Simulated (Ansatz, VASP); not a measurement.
# Cross-check of WC (Qusongite) between VASP and Ansatz, part 2 of 2

Wanted: the spread between two codes on one cell, functional and k mesh. The cell is taken from a series of runs on this material, whose earlier steps may have relaxed, scaled, displaced or heated it; both programs get it as it stands.

VASP 6.6.1 and Ansatz 0.2.0.

So far: The structure; VASP: zone-centre phonons, LDA.

## Step 3: Ansatz: zone-centre phonons, LDA

Level of this step: Ansatz beside VASP: Kohn-Sham DFT, plane waves, LDA (Ansatz).

Ansatz runs on its PAW soft_1 files.

The same cell, functional (in two slightly different forms), mesh and smearing now go to Ansatz, which takes its cutoff from its data sets.

input.yaml

```yaml
crystal:
  lattice:
    - [2.9704471608, 0.0, 0.0]
    - [-1.4852235804, 2.5724827019, 0.0]
    - [0.0, 0.0, 2.7817381626]
  atoms:
    - { symbol: C, position: [0.6666666667, 0.3333333333, 0.5] }
    - { symbol: W, position: [0.0, 0.0, 0.0] }
kpoints:
  mp_grid: { grid: [18, 18, 16] }
hamiltonian:
  xc: lda
  pseudopotentials: { kind: paw, azcp: { folder: soft_1 }, xc_functional: pbe }
scf:
  occupations: { method: methfessel_paxton, width: 0.2 }
output:
  eigenvalues: true
phonons:
  method: dfpt
```

On the command line:

```bash
> ansatz run input.yaml --threads 4 --pin off --max-ram 10240MiB --backend cpu --events-out ev --progress --plain --runs-dir out
```

Numbers of over 12 decimals in the logs are rounded to 6 here.

The program printed:

```text
zone centre: on kpoints.mp_grid the ground state, and the responses unless they are solved on pairs of k-points, stand on 819 of the mesh's 5184 k-points, reduced under 4 symmetry operations, with k and −k counted as one. Each operation leaves every solved displacement unchanged or reverses it
Engine: ansatz 0.2.0, aarch64-unknown-linux-gnu
Pseudopotentials: kind: paw
Pseudopotential: C, paw, valence charge 4, recommended cutoff 420 eV (normal), soft_1/C.paw.azcp
Pseudopotential: W, paw, valence charge 14, recommended cutoff 420 eV (normal), soft_1/W.paw.azcp
Functional definition: SPW92
  exchange = slater_x
  correlation = pw_c
Crystal: 2 atoms, lattice volume = 21.256 Å³
Basis set: ecut = 420 eV, 405 PW (Γ), exchange–correlation on 40×40×40 points (8 copies of the dense FFT grid, shifted against one another)
Bands: 13, of which v1, the nominal top of the filled ones, is band 9 counted from 1 (8 counted from 0)
Symmetry: 12 space group operations
k-points: 819 of 5184 (irreducible under 4 space group operations, time reversal used)
Non-local potential: C, projectors of the file, l = 0: 2, l = 1: 2, l = 2: 1
Non-local potential: W, projectors of the file, l = 0: 3, l = 1: 2, l = 2: 2, l = 3: 1
PAW form: soft (Blöchl's): semilocal exchange-correlation on the pseudo side does not see the compensation charge
PAW frozen core: C, regenerated for the run's functional, and the local potential with it (the file was generated under x = pbe(κ = 0.804, μ = 0.219515), c = pbe(β = 0.066725))
PAW frozen core: W, regenerated for the run's functional, and the local potential with it (the file was generated under x = pbe(κ = 0.804, μ = 0.219515), c = pbe(β = 0.066725))
PAW one-centre angular grid: C, 110 points (default); XC on 64 Gauss nodes
PAW one-centre angular grid: W, 590 points (default); XC on 64 Gauss nodes
Initial density: superposition of atomic densities (chi_scale 0.1, normalization cell, long waves kept (reshape's long-wave potential 0.00 eV rms))
Initial wavefunctions: pseudopotential atomic-orbital guess
Functional: x = slater, c = lda
SCF iter   1: F=—  HF=-10375.329857 eV  |F-HF|=—  |Δ(HF+E_count)|=         —  Δρ=1.30e-1  dr2=4.93e0  ethr=3.10e-3  ⟨swp⟩=5.0  Hψ=52824  notcnv=0
preconditioner: auto → none  [metal: Δε(μ)=0.030 eV  Ē_g=10.525 eV  σ=0.200 eV  W_gap=0.13  n_scr=8 (ndim 8)  ℏωp=25.5 eV  f_vac=0.000  D(μ)=0.27/eV (n_scr^D=0)  sad-step TF]
SCF iter   2: F=—  HF=-10374.718633 eV  |F-HF|=—  |Δ(HF+E_count)|=   6.11e-1  S|Δr|=    0.00e0  Δρ=9.14e-2  dr2=2.51e0  ethr=3.10e-3  ⟨swp⟩=2.0  Hψ=20291  notcnv=0
SCF iter   3: F=—  HF=-10374.082854 eV  |F-HF|=—  |Δ(HF+E_count)|=   6.36e-1  S|Δr|=    0.00e0  Δρ=7.68e-3  dr2=1.24e-2  ethr=3.10e-3  ⟨swp⟩=2.2  Hψ=18231  notcnv=0
SCF iter   4: F=—  HF=-10374.081640 eV  |F-HF|=—  |Δ(HF+E_count)|=   1.21e-3  S|Δr|=    0.00e0  Δρ=1.06e-3  dr2=1.21e-4  ethr=6.87e-5  ⟨swp⟩=1.0  Hψ=17096  notcnv=0
SCF iter   5: F=—  HF=-10374.081690 eV  |F-HF|=—  |Δ(HF+E_count)|=   5.02e-5  S|Δr|=    0.00e0  Δρ=1.50e-4  dr2=2.33e-6  ethr=6.70e-7  ⟨swp⟩=2.3  Hψ=16597  notcnv=0
SCF iter   6: F=—  HF=-10374.081690 eV  |F-HF|=—  |Δ(HF+E_count)|=   3.55e-7  S|Δr|=    0.00e0  Δρ=1.83e-5  dr2=3.43e-8  ethr=1.30e-8  ⟨swp⟩=2.1  Hψ=14803  notcnv=0
SCF iter   7: F=—  HF=-10374.081689 eV  |F-HF|=—  |Δ(HF+E_count)|=   1.65e-7  S|Δr|=    0.00e0  Δρ=2.66e-6  dr2=1.25e-9  ethr=1.91e-10  ⟨swp⟩=2.8  Hψ=17014  notcnv=0
SCF iter   8: F=—  HF=-10374.081689 eV  |F-HF|=—  |Δ(HF+E_count)|=  5.31e-10  S|Δr|=    0.00e0  Δρ=5.04e-7  dr2=1.92e-11  ethr=6.95e-12  ⟨swp⟩=2.6  Hψ=16675  notcnv=0
SCF iter   9: F=-10374.081689 eV  HF=-10374.081689 eV  |F-HF|=0.00e0  |Δ(HF+E_count)|=  9.09e-12  S|Δr|=    0.00e0  Δρ=5.57e-8  dr2=2.17e-13  ethr=1.00e-12  ⟨swp⟩=5.0  Hψ=40258  notcnv=0
SCF 1 converged in 9 iterations: F = -10374.081689 eV  dr2 = 2.17e-13
  greatest PAW one-centre occupation: 0.999 electrons in one spin orbital (limit 2), on the W atom at site 1 (counted from 0), in its partial waves of l = 0
DFPT response loops at Γ: preconditioner auto → Kerker (q_TF=auto, 2.654 Å⁻¹) (partly filled bands, converged f_vac=0.000); β = 1.00, the filter's whole step (`scf.mixing.beta` (0.50) is not read by the response loops under this deck's `scf.mixing.preconditioner`; to damp them name `kerker` or `kerker_dos`, under which they read `scf.mixing.beta`, and type it under 1.00, their step now; both keys bind the ground state too); Broyden in place of MSR1
SCF converged after 9 iterations
Stability not checked: this state was not tested for a lower state beside it, because cold or Methfessel-Paxton smearing, or corrected tetrahedra, fill the levels in a way that the test cannot read (fill_not_monotonic; see scf.lower_state_search)
Free energy (F): -10374.081689 eV
Harris-Foulkes:  -10374.081689 eV  (|F-HF|=0.00e0)
Internal energy: -10374.081029 eV  (E = F + TS)
E sigma→0 (E₀):  -10374.081524 eV
Entropy (-TS):   -0.000661 eV (-0.330 meV/atom)
Fermi energy:    19.582133 eV
--- Per-component energies (eV) ---
  E_band       = -75.775760
  E_kinetic    = 508.089569
  E_local      = -630.483455  (includes V_loc(G=0)·N_el)
  E_nonlocal   = 3.845850
  E_hartree    = 253.969718
  E_xc         = -313.154952
  E_vxc        = -290.031948  (∫ρ·V_xc dr)
  E_paw        = -8416.383630  (= ΣΔE_a)
  E_vpaw       = -175.135378  (= ΣTr[D̂ρ^β])
  E_aug_tail   = 0.000162  (compensation charges beyond the density's cutoff)
  E_ewald      = -1780.310373
  E_core_change = 0.346082  (= ΣΔE_core)
  E_smearing   = -0.000661  (= −TS)
  E_closure    = 0.000000  (closes the sum)
  Σ components = -10374.081689   (vs F -10374.081689, Δ=0.00e0)
--- Band table (eV; the first three rows and the last of 819) ---
  k-point 0: bands = [... 5 lower, 15.4001, 16.0282, 16.0282, 20.0640, 22.7331, 22.7331, 25.1768, 25.1768]
  k-point 1: bands = [... 5 lower, 15.3876, 16.0738, 16.0738, 20.0089, 22.3558, 22.3558, 25.4115, 25.4115]
  k-point 2: bands = [... 5 lower, 15.2841, 16.2068, 16.2068, 19.9612, 21.5736, 21.5736, 25.7342, 25.7342]
  k-point 818: bands = [... 5 lower, 13.2487, 13.8621, 17.6537, 18.4523, 24.4188, 24.8882, 25.1818, 28.8788]
--- Phonons (Γ-DFPT): 4 representative perturbations + reference, on 819 of 5184 k-points (Σ response iterations 12) ---
  k mesh reduced under 4 symmetry operations, with k and −k counted as one. Each operation leaves every solved displacement unchanged or reverses it
  ASR residual: 2.658e-5 → 0.000e0 eV/Å²; symmetrization residual: 1.102e-6 eV/Å²
  ASR residual per site (eV/Å²): 8.27e-6 2.66e-5
  Γ frequencies (cm⁻¹): 0.00 0.00 0.00 560.88 590.29 590.29
  non-analytic LO–TO correction: not included (Born effective charges unavailable; polar crystals: no LO–TO splitting at Γ)
```

## Step 4: Differences

Known differences besides the potentials themselves: the two LDA forms differ slightly; the data sets hold 18 valence electrons in Ansatz (on its PAW soft_1 files) and 10 in VASP; the cutoff is 420 eV in Ansatz and 600 eV in VASP; VASP's log shows a relativistic correction to its local exchange, Ansatz's none. Total energies have different zeros and are not compared.

The two programs side by side:

| quantity | Ansatz | VASP | difference |
| --- | --- | --- | --- |
| optical mode 1 (cm⁻¹) | 560.9 | 565.1 | -0.74 % |
| optical mode 2 to 3 (cm⁻¹) | 590.3 | 597.5 | -1.20 % |

Modes are paired by rising frequency, not by their patterns, so a pair may set unlike modes beside each other; they are those without the splitting of longitudinal modes.

## Step 5: Outcome

```
r.m.s. difference of the optical zone-centre modes, each program's sorted by frequency (zone-centre phonons, LDA) : 6.3 cm⁻¹
difference in optical mode 2 to 3 (zone-centre phonons, LDA)                                                      : -1.2 %
```

In words: The r.m.s. difference of the optical zone-centre modes, each program's sorted by frequency is 6.3 cm⁻¹ (zone-centre phonons, LDA). The data sets hold unlike numbers of valence electrons (18 in Ansatz and 10 in VASP), so part of the differences comes from the potentials. Among the rows given in per cent, the largest difference of the zone-centre phonons, LDA pair is in optical mode 2 to 3, -1.2 %. Such differences can come from data sets, numerical settings and the points named under the comparisons, not from the functional's error against experiment.

[Lines on the potential files, build, host, timing and source positions are cut from VASP's logs without a mark.]

[Logs are printed without paths, hosts, clocks, repeated set-up lines and the standing remarks that a program may print on its own settings, such as how far it seeks lower states.]

[Hosts, paths, dates, database ids (printed as entryN), source tags and the programs' standing remarks are cut or masked in the printed files.]
